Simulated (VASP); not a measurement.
# Ta2SiO3 (P1) in VASP: relaxation of cell and atoms with PBE

Aim: the relaxation of cell and atoms of Ta2SiO3 with PBE.

Program: VASP 6.6.1. These are calculated values, not measurements. Logs are shortened: lines on timing, memory, paths and dates and some standing lists are left out, and cuts for length are marked.

## Step 1: The structure

The typed cell holds 12 atoms: a = 5.055 Å, b = 5.117 Å, c = 6.550 Å, α = 93.76°, β = 88.93°, γ = 91.32°.

The cell was built by a generator and needn't be a form met in nature.

## Step 2: Relaxation of cell and atoms, PBE

Contents of INCAR:

```
ALGO = Fast
EDIFF = 1E-5
EDIFFG = -0.03
ENCUT = 520
GGA = PE
IBRION = 2
ISIF = 3
ISMEAR = 0
ISYM = 0
KPAR = 4
LASPH = True
LCHARG = False
LREAL = Auto
LWAVE = False
NELM = 80
NSW = 110
PREC = Normal
SIGMA = 0.15
```

Contents of KPOINTS:

```
k-points
0
Gamma
  5 5 4
```

Contents of POSCAR:

```
Ta2SiO3
1.0
    5.0533319600      0.0056438400      0.1118921900
   -0.1232253300      5.1155367600     -0.0096308000
   -0.0223457400     -0.4180927300      6.5366406200
Ta Si O
4 2 6
Direct
    0.9719509400      0.2031037900      0.1792090600
    0.4576393400      0.6962698900      0.1916751800
    0.0897378300      0.7309314400      0.8155440500
    0.4884516300      0.2948756000      0.7976711700
    0.2941465700      0.4649677200      0.5364009300
    0.7520830500      0.4785095900      0.5242770700
    0.7074477000      0.0369038700      0.2589418400
    0.1994734900      0.9678809600      0.1639519300
    0.7372067200      0.5249637700      0.0034049900
    0.3097798900      0.9650635800      0.7311825900
    0.8148616300      0.0383396800      0.8537382800
    0.2644084800      0.4859403000      0.0022501600
```

Potentials or basis: VASP PAW PBE potentials, release 64 (Ta_pv, Si, O).

Started as:

```
$ cat potpaw_PBE.64/Ta_pv/POTCAR potpaw_PBE.64/Si/POTCAR potpaw_PBE.64/O/POTCAR > POTCAR
$ mpirun -np 4 vasp_std > vasp.out
```

OUTCAR:

```text
EDIFF = 1E-5
   EDIFFG = -0.03
   ENCUT = 520
   GGA = PE
   IBRION = 2
   ISIF = 3
   ISMEAR = 0
   ISYM = 0
   LASPH = True
   LREAL = Auto
   NELM = 80
   NSW = 110
   PREC = Normal

 ion  position               nearest neighbor table
   1  0.972  0.203  0.179-   7 1.66   8 1.68  12 2.38  11 2.38   9 2.42   6 2.81   5 3.09   3 3.34
                             2 3.48   4 3.59
   2  0.458  0.696  0.192-  12 1.86   8 1.95   9 2.03   7 2.16   5 2.72   6 2.95   3 3.13   4 3.19
                             1 3.48
   3  0.090  0.731  0.816-  10 1.73  12 2.03  11 2.12   9 2.41   5 2.44   8 2.58   6 2.81   4 3.04
                             2 3.13   1 3.34   4 3.49
   4  0.488  0.295  0.798-  10 1.92  12 1.96   9 2.14  11 2.18   5 2.22   6 2.44   3 3.04   2 3.19
                             3 3.49   1 3.59
   5  0.294  0.465  0.536-   4 2.22   6 2.31   3 2.44   2 2.72   6 2.75   1 3.09
   6  0.752  0.479  0.524-   5 2.31   4 2.44   5 2.75   1 2.81   3 2.81   2 2.95
   7  0.707  0.037  0.259-   1 1.66   2 2.16
   8  0.199  0.968  0.164-   1 1.68   2 1.95   3 2.58
   9  0.737  0.525  0.003-   2 2.03   4 2.14   3 2.41   1 2.42
  10  0.310  0.965  0.731-   3 1.73   4 1.92
  11  0.815  0.038  0.854-   3 2.12   4 2.18   1 2.38
  12  0.264  0.486  0.002-   2 1.86   4 1.96   3 2.03   1 2.38

IMPORTANT INFORMATION: All symmetrisations will be switched off!
NOSYMM: (Re-)initialisation of all symmetry stuff for point group C_1.

----------------------------------------------------------------------------------------

                                     Primitive cell

  volume of cell :     168.9782

  direct lattice vectors                    reciprocal lattice vectors
     5.053331960  0.005643840  0.111892190     0.197862181  0.004768040  0.000981369
    -0.123225330  5.115536760 -0.009630800    -0.000495171  0.195494518  0.012502412
    -0.022345740 -0.418092730  6.536640620    -0.003387673  0.000206415  0.152985403

  length of vectors
     5.054573732  5.117029761  6.550035989     0.197922055  0.195894517  0.153023046

  position of ions in fractional coordinates (direct lattice)
     0.971950940  0.203103790  0.179209060
     0.457639340  0.696269890  0.191675180
     0.089737830  0.730931440  0.815544050
     0.488451630  0.294875600  0.797671170
     0.294146570  0.464967720  0.536400930
     0.752083050  0.478509590  0.524277070
     0.707447700  0.036903870  0.258941840
     0.199473490  0.967880960  0.163951930
     0.737206720  0.524963770  0.003404990
     0.309779890  0.965063580  0.731182590
     0.814861630  0.038339680  0.853738280
     0.264408480  0.485940300  0.002250160

  ion indices of the primitive-cell ions
   primitive index   ion index
                 1           1
                 2           2
                 3           3
                 4           4
                 5           5
                 6           6
                 7           7
                 8           8
                 9           9
                10          10
                11          11
                12          12

----------------------------------------------------------------------------------------

 KPOINTS: k-points

Automatic generation of k-mesh.
 Grid dimensions read from file:
 generate k-points for:    5    5    4

 Generating k-lattice:

  Cartesian coordinates                     Fractional coordinates (reciprocal lattice)
     0.039572436  0.000953608  0.000196274     0.200000000 -0.000000000 -0.000000000
    -0.000099034  0.039098904  0.002500482    -0.000000000  0.200000000 -0.000000000
    -0.000846918  0.000051604  0.038246351     0.000000000  0.000000000  0.250000000

  Length of vectors
     0.039584411  0.039178903  0.038255761

  Shift w.r.t. Gamma in fractional coordinates (k-lattice)
     0.000000000  0.000000000  0.000000000

 Subroutine IBZKPT returns following result:
 ===========================================

 Found     51 irreducible k-points:

 Following reciprocal coordinates:
            Coordinates               Weight
  0.000000  0.000000  0.000000      1.000000
  0.200000 -0.000000 -0.000000      2.000000
  0.400000 -0.000000  0.000000      2.000000
  0.000000  0.200000  0.000000      2.000000
  0.200000  0.200000  0.000000      2.000000
  0.400000  0.200000  0.000000      2.000000
[... 16 lines left out ...]
 -0.200000  0.200000  0.250000      2.000000
 -0.000000  0.400000  0.250000      2.000000
 [... further k-points ...]
   k-points           NKPTS =     51   k-points in BZ     NKDIM =     51   number of bands    NBANDS=     52
   number of dos      NEDOS =    301   number of ions     NIONS =     12
   total plane-waves  NPLWV =  33600
   dimension x,y,z NGX =    28 NGY =   30 NGZ =   40
   dimension x,y,z NGXF=    56 NGYF=   60 NGZF=   80
   ions per type =               4   2   6
   NGX,Y,Z   is equivalent  to a cutoff of   9.21,  9.75, 10.15 a.u.
   NGXF,Y,Z  is equivalent  to a cutoff of  18.42, 19.49, 20.30 a.u.
 SYSTEM =  unknown system
   PREC   = normal    normal or accurate (medium, high low for compatibility)
   ISTART =      0    job   : 0-new  1-cont  2-samecut
   ICHARG =      2    charge: 1-file 2-atom 10-const
   ISPIN  =      1    spin polarized calculation?
   LNONCOLLINEAR =      F non collinear calculations
   LSORBIT =      F    spin-orbit coupling
   LASPH  =      T    aspherical Exc in radial PAW
   ENCUT  =  520.0 eV  38.22 Ry    6.18 a.u.   9.40  9.51 12.18*2*pi/ulx,y,z
   NELM   =     80;   NELMIN=  2; NELMDL= -5     # of ELM steps
   EDIFF  = 0.1E-04   stopping-criterion for ELM
   LREAL  =      T    real-space projection
   EDIFFG = -.3E-01   stopping-criterion for IOM
   NSW    =    110    number of steps for IOM
   IBRION =      2    ionic relax: 0-MD 1-quasi-New 2-CG
   NFREE  =      1    steps in history (QN), initial steepest desc. (CG)
   ISIF   =      3    stress and relaxation
   ISYM   =      0    0-nonsym 1-usesym 2-fastsym
   POTIM  = 0.5000    time-step for ionic-motion
   TEBEG  =    0.0;   TEEND  =   0.0 temperature during run
   PSTRESS=    0.0 pullay stress
   NELECT =      88.0000    total number of electrons
   NUPDOWN=      -1.0000    fix difference up-down
   EMIN   =  10.00;   EMAX   =-10.00  energy-range for DOS
   EFERMI =   0.00;   METHOD = LEGACY
   ISMEAR =     0;   SIGMA  =   0.15  broadening in eV -4-tet -1-fermi 0-gaus
   EFERMI_NEDOS =   21; number of points for ismear=-14 and -15
   IALGO  =     68    algorithm
   IMIX   =      4    mixing-type and parameters
     AMIX     =   0.40;   BMIX     =  1.00
     AMIX_MAG =   1.60;   BMIX_MAG =  1.00
  volume/ion in A,a.u.               =      14.08        95.03
  Fermi-wavevector in a.u.,A,eV,Ry     =   1.317120  2.488997 23.603471  1.734806
  Thomas-Fermi vector in A             =   2.447184
   LORBIT       =      0    0 simple, 1 ext, 2 COOP (PROOUT), +10 PAW based schemes
   GGA     = PE    functional components
   LHFCALC =     F    Hartree Fock is set to
   AEXX    =    0.0000 exact exchange contribution
   IVDW    =     0    specifies the selected vdW correction
   LEPSILON=     F    determine dielectric tensor
   LRPA    =     F    only Hartree local field effects (RPA)
 conjugate gradient relaxation of ions
 non-spin polarized calculation
 RMM-DIIS sequential band-by-band and
 Gauss-broadening in eV      SIGMA  =   0.15
  energy-cutoff  :      520.00
  volume of cell :      168.98
 maximum number of plane-waves:      4578
   NGX = 19   NGY = 19   NGZ = 25

--------------------------------------- Ionic step        1  -------------------------------------------

 number of electron      87.9999995 magnetization

 Free energy of the ion-electron system (eV)
  ---------------------------------------------------
  ext. energy  EPLUGINS =         0.00000000
  ---------------------------------------------------
  free energy    TOTEN  =      -103.05987172 eV

  energy without entropy =     -102.99933857  energy(sigma->0) =     -103.02960514

------------------------ aborting loop because EDIFF is reached ----------------------------------------

  FORCE on cell =-STRESS in cart. coord.  units (eV):
  Direction    XX          YY          ZZ          XY          YZ          ZX
  --------------------------------------------------------------------------------------
  -------------------------------------------------------------------------------------
  Total       27.9472831     27.4357952     16.9222711      1.3516841     -1.9567086     -4.7685060
  in kB      264.9838769    260.1341729    160.4495503     12.8160752    -18.5526522    -45.2128822
  external PRESSURE =     228.5225334 kB  Pullay stress =       0.0000000 kB
[... 2778 lines left out ...]
     51       6.2167      0.00000
     52       6.3644      0.00000

 [... further k-points ...]

[... ionic steps 4 to 44 ...]

--------------------------------------- Ionic step       45  -------------------------------------------

 number of electron      87.9999979 magnetization

------------------------ aborting loop because EDIFF is reached ----------------------------------------

  FORCE on cell =-STRESS in cart. coord.  units (eV):
  Direction    XX          YY          ZZ          XY          YZ          ZX
  --------------------------------------------------------------------------------------
  -------------------------------------------------------------------------------------
  Total       -0.0112974     -0.0189375     -0.0010444     -0.0075299     -0.0059264      0.0464114
  in kB       -0.1060628     -0.1777893     -0.0098046     -0.0706925     -0.0556386      0.4357194
  external PRESSURE =      -0.0978856 kB  Pullay stress =       0.0000000 kB
[... 77 lines left out ...]
  energy  without entropy=     -109.3260565995  energy(sigma->0) =     -109.34451180

--------------------------------------- Ionic step       47  -------------------------------------------

 number of electron      87.9999980 magnetization

 Free energy of the ion-electron system (eV)
  ---------------------------------------------------
  ext. energy  EPLUGINS =         0.00000000
  ---------------------------------------------------
  free energy    TOTEN  =      -109.36318698 eV

  energy without entropy =     -109.32630787  energy(sigma->0) =     -109.34474743

 E-fermi :   5.4703     XC(G=0): -10.8802

 val. band max:        5.4698732497   @ k =  -0.4000   0.4000   0.5000
 cond. band min:       5.4739944512   @ k =   0.0000   0.0000   0.2500
 fundamental gap:      0.0041212016
 Fermi energy:         5.4702951600

 k-point     1 :       0.0000    0.0000    0.0000
  band No.  band energies     occupation
      1     -30.8734      2.00000
      2     -30.7640      2.00000
      3     -30.7292      2.00000
      4     -30.6670      2.00000
      5     -30.6445      2.00000
      6     -30.6067      2.00000
[... 1350 lines left out ...]
  FREE ENERGIE OF THE ION-ELECTRON SYSTEM (eV)
  ---------------------------------------------------
  free  energy   TOTEN  =      -109.3631869822 eV

  energy  without entropy=     -109.3263078688  energy(sigma->0) =     -109.34474743

 reached required accuracy - stopping structural energy minimisation
```

Wall time 16 min (4 MPI ranks of Intel Xeon Platinum 8559C (Emerald Rapids), shared host); peak memory 0.39 GiB.

What came out:

```yaml
Free_energy: -109.3632 eV
Relaxed_volume: 14.22 Å³/atom
Relaxed_cell: a = 5.038 Å, b = 5.038 Å, c = 6.739 Å, α = 93.09°, β = 91.33°, γ = 91.44°
Space_group_after_relaxing_to_0.05_Å: P-1 (No. 2)
Energy_gained_by_relaxing: 525.3 meV/atom
Ionic_steps: 47
Pressure_after_relaxing: 0.0 GPa
Largest_force_after_relaxing: 0.027 eV/Å
Band_gap_on_the_k_mesh: none (metal or under the smearing width)
```

Forces on the atoms (eV/Å):
```
Ta   0.001  0.000  0.001
Ta  -0.002  0.009  0.013
Ta   0.012 -0.017 -0.003
Ta  -0.004  0.004 -0.005
Si  -0.005 -0.004  0.005
Si  -0.018  0.000 -0.007
O    0.014  0.000 -0.023
O    0.010  0.003  0.020
O    0.003  0.006 -0.009
O    0.003 -0.008  0.006
O   -0.009  0.004 -0.007
O   -0.005  0.003  0.009
```

Step by step:
| step | energy change (eV) | largest force (eV/Å) | pressure (GPa) | volume (Å³) |
| --- | --- | --- | --- | --- |
| 1 | 0.0000 | 13.4084 | 22.85 | 168.98 |
| 3 | -0.7591 | 2.9821 | -20.55 | 207.40 |
| 5 | -4.2918 | 3.4040 | -9.49 | 182.92 |
| 7 | -4.3068 | 3.5834 | -8.09 | 181.72 |
| 9 | -5.7297 | 1.8051 | 0.52 | 172.26 |
| 11 | -6.0263 | 1.0097 | -0.18 | 171.03 |
| 13 | -6.1951 | 0.5783 | 0.88 | 169.94 |
| 15 | -6.2534 | 0.4968 | -0.83 | 171.57 |
| 17 | -6.2732 | 0.2498 | 0.20 | 170.58 |
| 19 | -6.2830 | 0.1755 | -0.19 | 170.58 |
| 21 | -6.2883 | 0.2140 | 0.36 | 170.20 |
| 23 | -6.2915 | 0.1035 | -0.14 | 170.57 |
| 25 | -6.2939 | 0.1075 | 0.02 | 170.50 |
| 27 | -6.2961 | 0.0824 | 0.01 | 170.50 |
| 29 | -6.2976 | 0.0655 | 0.02 | 170.55 |
| 31 | -6.2990 | 0.0724 | -0.09 | 170.66 |
| 33 | -6.2999 | 0.0645 | 0.04 | 170.49 |
| 35 | -6.3007 | 0.0608 | 0.13 | 170.42 |
| 37 | -6.3012 | 0.0492 | -0.15 | 170.62 |
| 39 | -6.3018 | 0.0417 | 0.03 | 170.51 |
| 41 | -6.3023 | 0.0364 | 0.05 | 170.53 |
| 43 | -6.3026 | 0.0444 | 0.02 | 170.59 |
| 45 | -6.3030 | 0.0304 | -0.01 | 170.66 |
| 47 | -6.3033 | 0.0272 | 0.01 | 170.67 |

Final structure:
```
Ta Si O
1.0
     5.03761    0.00039    0.00483
    -0.12715    5.03610    0.01230
    -0.16324   -0.38417    6.72630
Ta Si O
4 2 6
Direct
  0.98296 0.26205 0.19304
  0.49313 0.70724 0.21023
  0.03180 0.71950 0.81715
  0.52154 0.27404 0.79924
  0.25322 0.48005 0.49789
  0.76189 0.50199 0.51194
  0.71925 0.00497 0.27443
  0.21005 0.95312 0.14748
  0.76041 0.51672 0.02237
  0.29478 0.97672 0.73555
  0.80374 0.02747 0.86139
  0.25440 0.46388 0.98753
```

Levels at points of the mesh, in eV from the Fermi level:
```tsv
k point	band 42	band 43	band 44	band 45	band 46	band 47
(0.00, 0.00, 0.00)	-1.81	-0.09	0.21	0.32	0.45	0.85
(0.00, 0.00, 0.50)	-1.91	0.04	0.09	0.47	0.50	0.94
```

Spin-orbit coupling is left out, which matters for the levels of Ta.
